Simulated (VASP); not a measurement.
All values below come from G0W0 on PBE orbitals, VASP's PBE PAW potentials (set 64) (plane waves; VASP 6.6.1).

The input files of a VASP run:

### INCAR
```
SYSTEM = C
PREC = Normal
ENCUT = 500
ALGO = EVGW0
LREAL = .FALSE.
LASPH = .TRUE.
ISMEAR = 0
SIGMA = 0.01
GGA = PE
LWAVE = .FALSE.
LCHARG = .FALSE.
NELMGW = 1
NBANDS = 160
NOMEGA = 64
ENCUTGW = 200
NBANDSGW = 12
LSPECTRALGW = .TRUE.
```

**KPOINTS**
```
Automatic mesh
0
Gamma
4 4 4
0 0 0
```

POSCAR:
```
C
1.0
  0.0000000000   1.7593960000   1.7593960000
  1.7593960000   0.0000000000   1.7593960000
  1.7593960000   1.7593960000   0.0000000000
C
2
Cart
  0.0000000000   0.0000000000   0.0000000000
  0.8796980000   0.8796980000   0.8796980000
```

POTCAR, in this order: C_GW_new (PBE.64 set). Program: vasp_std. Read from the step before: WAVECAR, WAVEDER.

The resulting files:

OUTCAR:
```
 ion  position               nearest neighbor table
   1  0.000  0.000  0.000-   2 1.52   2 1.52   2 1.52   2 1.52
   2  0.250  0.250  0.250-   1 1.52   1 1.52   1 1.52   1 1.52
  LATTYP: Found a face centered cubic cell.
 ALAT       =     3.5187920000
 Subroutine PRICEL returns:
 Original cell was already a primitive cell.
 Subroutine GETGRP returns: Found 48 space group operations
The static configuration has the point symmetry T_d .
 The point group associated with its full space group is O_h .
The dynamic configuration has the point symmetry T_d .
 Subroutine INISYM returns: Found 48 space group operations
 Subroutine IBZKPT returns following result:
 Found      8 irreducible k-points:

 Following reciprocal coordinates:
            Coordinates               Weight
  0.000000  0.000000  0.000000      1.000000
  0.250000  0.000000  0.000000      8.000000
  0.500000  0.000000  0.000000      4.000000
  0.250000  0.250000  0.000000      6.000000
  0.500000  0.250000  0.000000     24.000000
 -0.250000  0.250000  0.000000     12.000000
  0.500000  0.500000  0.000000      3.000000
 -0.250000  0.500000  0.250000      6.000000
 Subroutine IBZKPT_HF returns following result:
   k-points           NKPTS =      8   k-points in BZ     NKDIM =     64   number of bands    NBANDS=    160
   number of dos      NEDOS =    301   number of ions     NIONS =      2
   total plane-waves  NPLWV =   2744
   dimension x,y,z NGX =    14 NGY =   14 NGZ =   14
   dimension x,y,z NGXF=    28 NGYF=   28 NGZF=   28
   ions per type =               2
   PREC   = normal    normal or accurate (medium, high low for compatibility)
   ISTART =      1    job   : 0-new  1-cont  2-samecut
   ICHARG =      0    charge: 1-file 2-atom 10-const
   ISPIN  =      1    spin polarized calculation?
   LNONCOLLINEAR =      F non collinear calculations
   LSORBIT =      F    spin-orbit coupling
   INIWAV =      1    electr: 0-lowe 1-rand  2-diag
   ENCUT  =  500.0 eV  36.75 Ry    6.06 a.u.   4.54  4.54  4.54*2*pi/ulx,y,z
...
```

### OSZICAR
```
energies w=
    0.000    0.000    0.942    0.000    1.883    0.000    2.819    0.000
    3.749    0.000    4.670    0.000    5.583    0.000    6.485    0.000
    7.375    0.000    8.254    0.000    9.121    0.000    9.975    0.000
   10.817    0.000   11.649    0.000   12.470    0.000   13.281    0.000
   14.084    0.000   14.879    0.000   15.669    0.000   16.455    0.000
   17.237    0.000   18.018    0.000   18.800    0.000   19.584    0.000
   20.373    0.000   21.167    0.000   21.971    0.000   22.785    0.000
   23.613    0.000   24.457    0.000   25.319    0.000   26.205    0.000
   27.116    0.000   28.056    0.000   29.031    0.000   30.045    0.000
   31.103    0.000   32.212    0.000   33.379    0.000   34.613    0.000
   35.921    0.000   37.317    0.000   38.811    0.000   40.421    0.000
   42.164    0.000   44.062    0.000   46.142    0.000   48.435    0.000
   50.984    0.000   53.837    0.000   57.058    0.000   60.729    0.000
   64.956    0.000   69.882    0.000   75.700    0.000   82.680    0.000
   91.208    0.000  101.864    0.000  115.547    0.000  133.747    0.000
  159.103    0.000  196.808    0.000  258.647    0.000  378.358    0.000
NQ=   1    0.0000    0.0000    0.0000,
 performed        110000 updates of chi_q(r,r)
NQ=   2    0.2500    0.0000    0.0000,
 performed        328000 updates of chi_q(r,r)
NQ=   3    0.5000    0.0000    0.0000,
 performed        515000 updates of chi_q(r,r)
NQ=   4    0.2500    0.2500    0.0000,
 performed        733000 updates of chi_q(r,r)
NQ=   5    0.5000    0.2500    0.0000,
 performed       1035000 updates of chi_q(r,r)
NQ=   6   -0.2500    0.2500    0.0000,
 performed       1306000 updates of chi_q(r,r)
NQ=   7    0.5000    0.5000    0.0000,
 performed       1470000 updates of chi_q(r,r)
NQ=   8   -0.2500    0.5000    0.2500,
 performed       1680000 updates of chi_q(r,r)
 resolving degeneracies of screened two electron integrals
```

File OUTCAR:
```


 k-point   1 :       0.0000    0.0000    0.0000
  band No.  KS-energies  QP-energies   sigma(KS)   V_xc(KS)     V^pw_x(r,r')   Z            occupation Imag(sigma)

      1      -8.6009     -10.3016     -17.0965     -14.8863     -25.6424       0.7695       2.0000       1.3905
      2      13.4365      12.5905     -17.9801     -16.9529     -19.7220       0.8236       2.0000       0.0612
      3      13.4365      12.5905     -17.9801     -16.9529     -19.7220       0.8236       2.0000       0.0612
      4      13.4365      12.5905     -17.9801     -16.9529     -19.7220       0.8236       2.0000       0.0612
      5      19.1446      19.9986     -14.5873     -15.6278      -9.2120       0.8207       0.0000      -0.0844
      6      19.1446      19.9986     -14.5873     -15.6278      -9.2120       0.8207       0.0000      -0.0844
      7      19.1446      19.9986     -14.5873     -15.6278      -9.2120       0.8207       0.0000      -0.0844
      8      27.7369      28.4656     -15.4478     -16.3965      -7.5559       0.7682       0.0000      -0.2291
      9      33.2619      33.4232     -11.8504     -12.0515      -4.3748       0.8026       0.0000      -0.3567
     10      40.3865      41.1078     -13.1930     -14.0777      -6.0174       0.8153       0.0000      -0.5329
     11      40.3865      41.1078     -13.1930     -14.0777      -6.0174       0.8153       0.0000      -0.5329
     12      41.4280      41.7046     -11.3357     -11.6765      -3.3243       0.8116       0.0000      -0.8377

 k-point   2 :       0.2500    0.0000    0.0000
  band No.  KS-energies  QP-energies   sigma(KS)   V_xc(KS)     V^pw_x(r,r')   Z            occupation Imag(sigma)

      1      -6.8340      -8.5038     -17.1832     -15.0155     -25.2068       0.7703       2.0000       1.1713
      2       6.6453       5.4039     -17.3763     -15.8241     -20.8533       0.7998       2.0000       0.1253
      3      11.6199      10.6910     -17.7697     -16.6364     -19.9288       0.8197       2.0000       0.0711
      4      11.6199      10.6910     -17.7697     -16.6364     -19.9288       0.8197       2.0000       0.0711
      5      21.4257      22.3593     -14.6353     -15.7814      -8.7246       0.8146       0.0000      -0.1003
      6      21.4257      22.3593     -14.6353     -15.7814      -8.7246       0.8146       0.0000      -0.1003
      7      21.9705      22.7029     -14.8965     -15.7985      -8.9099       0.8119       0.0000      -0.1054
      8      28.7699      29.5994     -14.5457     -15.6185      -6.5633       0.7732       0.0000      -0.2547
      9      34.7105      35.0672     -12.3636     -12.8129      -4.4377       0.7937       0.0000      -0.4381
     10      36.1441      36.6844     -12.3006     -12.9574      -5.2720       0.8227       0.0000      -0.4351
     11      36.1441      36.6844     -12.3006     -12.9574      -5.2720       0.8227       0.0000      -0.4351
     12      39.5564      39.9216     -12.2982     -12.7539      -3.8598       0.8014       0.0000      -0.7684

 k-point   3 :       0.5000    0.0000    0.0000
  band No.  KS-energies  QP-energies   sigma(KS)   V_xc(KS)     V^pw_x(r,r')   Z            occupation Imag(sigma)

      1      -2.5851      -4.1478     -17.8535     -15.7769     -24.7953       0.7525       2.0000       0.6696
      2      -0.3954      -1.7908     -16.5510     -14.7183     -22.2140       0.7614       2.0000       0.3924
      3      10.5314       9.5158     -17.8228     -16.5769     -20.3642       0.8152       2.0000       0.0802
      4      10.5314       9.5158     -17.8228     -16.5769     -20.3642       0.8152       2.0000       0.0802
      5      22.0674      22.9695     -14.1136     -15.2189      -8.0681       0.8162       0.0000      -0.1040
      6      22.0674      22.9695     -14.1136     -15.2189      -8.0681       0.8162       0.0000      -0.1040
      7      22.8503      23.4799     -14.9580     -15.7379      -8.6736       0.8072       0.0000      -0.1162
      8      29.5253      30.2404     -12.9091     -13.8255      -5.0597       0.7804       0.0000      -0.2542
      9      35.9482      36.5802     -13.2240     -14.0332      -4.8095       0.7810       0.0000      -0.4836
     10      38.4244      39.0027     -13.6683     -14.4135      -4.6349       0.7761       0.0000      -0.7628
     11      39.9608      40.6391     -13.0907     -13.9429      -4.7529       0.7959       0.0000      -0.7485
     12      39.9608      40.6391     -13.0907     -13.9429      -4.7529       0.7959       0.0000      -0.7485

 k-point   4 :       0.2500    0.2500    0.0000
  band No.  KS-energies  QP-energies   sigma(KS)   V_xc(KS)     V^pw_x(r,r')   Z            occupation Imag(sigma)

      1      -6.2482      -7.8261     -17.1826     -15.0556     -25.0547       0.7418       2.0000       1.0477
      2       8.8722       7.6668     -18.1218     -16.6282     -21.1780       0.8070       2.0000       0.0978
      3       9.1408       8.0772     -17.4522     -16.1402     -20.2259       0.8106       2.0000       0.0901
      4       9.1408       8.0772     -17.4522     -16.1402     -20.2259       0.8106       2.0000       0.0901
      5      17.9757      18.5541     -14.0226     -14.7219      -8.8289       0.8272       0.0000      -0.0804
      6      23.9424      24.4819     -12.8194     -13.4797      -6.5078       0.8172       0.0000      -0.1219
      7      25.4166      26.5094     -15.1033     -16.4800      -8.1632       0.7937       0.0000      -0.1500
      8      25.4166      26.5094     -15.1033     -16.4800      -8.1632       0.7937       0.0000      -0.1500
      9      34.3622      35.0540     -14.5638     -15.4533      -6.2434       0.7778       0.0000      -0.4935
     10      36.2432      36.7509     -12.7900     -13.4344      -4.3994       0.7878       0.0000      -0.5177
     11      43.3913      44.1336     -13.1989     -14.0961      -5.5972       0.8273       0.0000      -0.8260
     12      46.7095      47.0942     -11.4579     -11.9241      -3.0533       0.8251       0.0000      -1.2372

 k-point   5 :       0.5000    0.2500    0.0000
  band No.  KS-energies  QP-energies   sigma(KS)   V_xc(KS)     V^pw_x(r,r')   Z            occupation Imag(sigma)

      1      -2.3819      -3.9248     -17.5232     -15.4819     -24.2444       0.7558       2.0000       0.6168
      2       2.3507       0.9446     -17.3458     -15.5199     -22.3009       0.7701       2.0000       0.2474
      3       6.4776       5.2264     -17.3465     -15.7758     -20.8759       0.7966       2.0000       0.1231
      4       8.3641       7.2361     -17.5185     -16.1217     -20.5817       0.8075       2.0000       0.0984
      5      19.6298      20.1742     -13.4548     -14.1124      -7.9226       0.8279       0.0000      -0.0893
      6      25.1828      25.9206     -13.6183     -14.5309      -6.9538       0.8084       0.0000      -0.1452
      7      26.6596      27.7497     -14.7829     -16.1684      -7.4553       0.7868       0.0000      -0.1787
      8      27.3413      28.3065     -15.0888     -16.3207      -7.6042       0.7834       0.0000      -0.1999
      9      34.3334      35.1031     -13.8228     -14.8028      -5.4658       0.7854       0.0000      -0.4529
     10      37.8509      38.6626     -14.3826     -15.4332      -5.1307       0.7725       0.0000      -0.7178
     11      41.5463      42.1919     -12.9199     -13.7184      -4.8014       0.8085       0.0000      -0.7912
     12      45.0672      45.4230     -11.7170     -12.1550      -3.5103       0.8125       0.0000      -0.9974

 k-point   6 :      -0.2500    0.2500    0.0000
  band No.  KS-energies  QP-energies   sigma(KS)   V_xc(KS)     V^pw_x(r,r')   Z            occupation Imag(sigma)

      1      -3.9930      -5.5787     -17.3548     -15.2800     -24.5510       0.7642       2.0000       0.8032
      2       4.5290       3.1537     -17.7159     -15.9580     -22.0762       0.7824       2.0000       0.1771
      3       5.5406       4.2848     -16.9522     -15.3736     -20.6048       0.7956       2.0000       0.1377
      4      10.3060       9.2834     -17.7200     -16.4661     -20.2617       0.8155       2.0000       0.0808
      5      21.5704      22.2632     -13.7932     -14.6379      -7.8965       0.8202       0.0000      -0.1002
      6      23.7438      24.8049     -14.6641     -15.9896      -7.9883       0.8005       0.0000      -0.1311
      7      26.2426      27.1486     -14.8199     -15.9558      -7.9077       0.7975       0.0000      -0.1614
      8      27.9855      28.8478     -14.5885     -15.6991      -6.8074       0.7764       0.0000      -0.2248
      9      33.5672      34.2109     -13.1016     -13.9171      -5.1229       0.7894       0.0000      -0.3896
     10      34.4490      34.9513     -12.2730     -12.8818      -5.5658       0.8252       0.0000      -0.3423
     11      38.9839      39.7223     -13.9946     -14.9456      -4.7259       0.7765       0.0000      -0.7953
     12      47.4636      47.7733     -11.6931     -12.0719      -3.3278       0.8178       0.0000      -1.1707

 k-point   7 :       0.5000    0.5000    0.0000
  band No.  KS-energies  QP-energies   sigma(KS)   V_xc(KS)     V^pw_x(r,r')   Z            occupation Imag(sigma)

      1       0.3788      -1.1109     -17.6305     -15.6716     -23.4403       0.7605       2.0000       0.3824
      2       0.3788      -1.1109     -17.6305     -15.6716     -23.4403       0.7605       2.0000       0.3824
      3       6.8895       5.6868     -17.4274     -15.9240     -20.9127       0.8000       2.0000       0.1151
      4       6.8895       5.6868     -17.4274     -15.9240     -20.9127       0.8000       2.0000       0.1151
      5      18.2622      18.6504     -13.1644     -13.6302      -7.8683       0.8332       0.0000      -0.0832
      6      18.2622      18.6504     -13.1644     -13.6302      -7.8683       0.8332       0.0000      -0.0832
      7      30.9154      32.1190     -15.4877     -17.0711      -6.6499       0.7601       0.0000      -0.3557
      8      30.9154      32.1190     -15.4877     -17.0711      -6.6499       0.7601       0.0000      -0.3557
      9      37.4765      38.2849     -14.3276     -15.3686      -5.1334       0.7766       0.0000      -0.7070
...
```
(Selected blocks of OUTCAR.)

The mesh is coarse and the basis finite, so the quasiparticle values are not converged.

The compound is C in the diamond structure. This cell is one point of a volume scan, at 0.96 of the reference volume. The k-mesh is coarse (spacing up to 0.77 per Å, 2π included), so the numbers may not be converged in it.
